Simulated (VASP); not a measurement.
An input for Quantum ESPRESSO's pw.x (written as the equivalent of a VASP run, and not itself run):

```
&CONTROL
  calculation = 'scf'
  pseudo_dir = './pseudo'
  outdir = './out'
  tprnfor = .true.
  tstress = .true.
/
&SYSTEM
  ibrav = 0
  nat = 4
  ntyp = 2
  ecutwfc = 84
  occupations = 'smearing'
  smearing = 'fermi-dirac'
  degauss = 0.003675
  input_dft = 'pbe'
/
&ELECTRONS
  conv_thr = 7.3e-08
  electron_maxstep = 100
/
ATOMIC_SPECIES
  Li 6.940 Li.upf
  F 18.998 F.upf
CELL_PARAMETERS angstrom
     3.0533470    0.0000000    0.0000000
    -1.5266740    2.6442760    0.0000000
     0.0000000    0.0000000   17.9139690
ATOMIC_POSITIONS crystal
  Li   0.6698040  0.3239240  0.4387080
  Li   0.6632550  0.3432450  0.5591610
  F    0.3340730  0.6544920  0.3909320
  F    0.3328670  0.6783390  0.6111990
K_POINTS automatic
  10 10 1 0 0 0
```

**Question.** Write the VASP files for the same calculation (PBE).

**Answer.** One answer among several that fit: 
KPOINTS:
```
Automatic mesh
0
gamma
10 10 1
0 0 0
```

**POSCAR**
```
LiF
1
    3.0533470000     0.0000000000     0.0000000000
   -1.5266740000     2.6442760000     0.0000000000
    0.0000000000     0.0000000000    17.9139690000
Li F
2 2
Direct
  0.6698040000   0.3239240000   0.4387080000
  0.6632550000   0.3432450000   0.5591610000
  0.3340730000   0.6544920000   0.3909320000
  0.3328670000   0.6783390000   0.6111990000
```

INCAR:
```
SYSTEM = LiF
PREC = Accurate
ENCUT = 400
EDIFF = 1E-6
NELM = 100
ALGO = Normal
LREAL = .FALSE.
LASPH = .TRUE.
ISMEAR = -1
SIGMA = 0.05
GGA = PE
LWAVE = .FALSE.
LCHARG = .FALSE.
ISIF = 2
```

POTCAR, in this order: Li_sv F (PBE.64 set). Program: vasp_std.

What does not carry over: the potentials are each code's own (VASP's PAW set, PseudoDojo norm-conserving files in pw.x), so ENCUT and ecutwfc are chosen apart and not converted; conv_thr bounds pw.x's estimated SCF error, while EDIFF bounds the energy change between steps.

The cell is a sheet with vacuum, built from a generated structure.
